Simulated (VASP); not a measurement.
Wanted: the native input for a VASP 6.6.1 run.

```yaml
Task: relaxation of cell and atoms
Functional: PBE
Potentials_or_basis: VASP PAW PBE potentials, release 64 (Lu, Al, N)
Cutoff: 520 eV
k_mesh: 4 × 4 × 6
Occupations: gaussian, width 0.03 eV
Spin: no spin polarisation
Further_INCAR_settings: ALGO = Normal; EDIFF = 1e-06; IBRION = 2; EDIFFG = -0.01; NSW = 90; ISIF = 3
```

The structure of LuAl3N4 lies in POSCAR:

```
LuAl3N4
1.0
    6.5781233600      0.0000000000      0.0000000000
   -3.2890616800      5.6968219400      0.0000000000
    0.0000000000      0.0000000000      5.1440000000
Lu Al N
2 6 8
Direct
    0.6666666700      0.3333333300      0.4846423000
    0.3333333300      0.6666666700      0.9846423000
    0.3192133100      0.1596066500      0.9963063800
    0.8403933500      0.1596066500      0.9963063800
    0.8403933500      0.6807866900      0.9963063800
    0.1596066500      0.3192133100      0.4963063800
    0.1596066500      0.8403933500      0.4963063800
    0.6807866900      0.8403933500      0.4963063800
    0.3038857300      0.1519428600      0.3641135300
    0.8480571400      0.1519428600      0.3641135300
    0.8480571400      0.6961142700      0.3641135300
    0.6666666700      0.3333333300      0.9236003100
    0.1519428600      0.3038857300      0.8641135300
    0.1519428600      0.8480571400      0.8641135300
    0.6961142700      0.8480571400      0.8641135300
    0.3333333300      0.6666666700      0.4236003100
```

The cell was built by a generator and needn't be a form met in nature.

One way to write it, as run:

INCAR

```
ALGO = Normal ; EDIFF = 1E-6
EDIFFG = -0.01 ; ENCUT = 520
GGA = PE ; IBRION = 2
ISIF = 3 ; ISMEAR = 0
KPAR = 4 ; LASPH = T
LCHARG = F ; LREAL = F
LWAVE = F ; NELM = 120
NSW = 90 ; PREC = Accurate
SIGMA = 0.03
```

KPOINTS

```
k-points
0
Gamma
  4 4 6
```

Potentials or basis: VASP PAW PBE potentials, release 64 (Lu, Al, N).

Launch:

```console
$ cat potpaw_PBE.64/Lu/POTCAR potpaw_PBE.64/Al/POTCAR potpaw_PBE.64/N/POTCAR > POTCAR
$ mpirun -np 4 vasp_std > vasp.out
```

Results of the run:

```
Relaxed volume                         : 12.08 Å³/atom
Relaxed cell                           : a = 6.586 Å, b = 6.586 Å, c = 5.147 Å, α = 90.00°, β = 90.00°, γ = 120.00°
Space group after relaxing (to 0.05 Å) : P6_3mc (No. 186)
Energy gained by relaxing              : 0.2 meV/atom
Ionic steps                            : 12
Pressure after relaxing                : 0.0 GPa
Largest force after relaxing           : 0.009 eV/Å
Band gap on the k mesh                 : 3.07 eV, indirect (least direct gap 3.12 eV)
```

Caveat: spin-orbit coupling is left out, which moves the levels of the heavy elements.

Wall time 7 min on 4 MPI ranks on Intel(R) Xeon(R) 6975P-C (Granite Rapids) (shared host), peak memory 0.43 GiB a rank.
